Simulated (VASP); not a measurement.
Consider the following.

```
As
1.0
    3.58870    -1.91718     0.00000
    3.58870     1.91718     0.00000
    2.65228     0.00000     3.17861
As
2
Direct
  0.22700   0.22700   0.22700
  0.77767   0.77767   0.77300
```

Calculation: PBE GGA, VASP's PBE PAW potentials (set 64) (plane waves; VASP). Numerical set-up: 400 eV cut-off, 13×13×13 Γ-centred mesh, first-order Methfessel-Paxton smearing of 0.10 eV, potentials As.

Q: Which forces act on the atoms, in eV/Å?

A: 
```
atom      Fx     Fy      Fz
----  ------  -----  ------
As1    0.615  0.000  -0.070
As2   -0.615  0.000   0.070
```

Q: Give the stress tensor in GPa (positive for a compressed cell).

A: 
```
 4.78   0.00  -1.74
 0.00   0.73   0.00
-1.74   0.00   1.76
```
The pressure is its mean diagonal, 2.42 GPa.

The compound is As in the a7 structure. The cell was not relaxed at this level. The run is one of a series of settings (KPOINTS 13×13×13 Γ-centred mesh against the base run), some of them coarse on purpose.
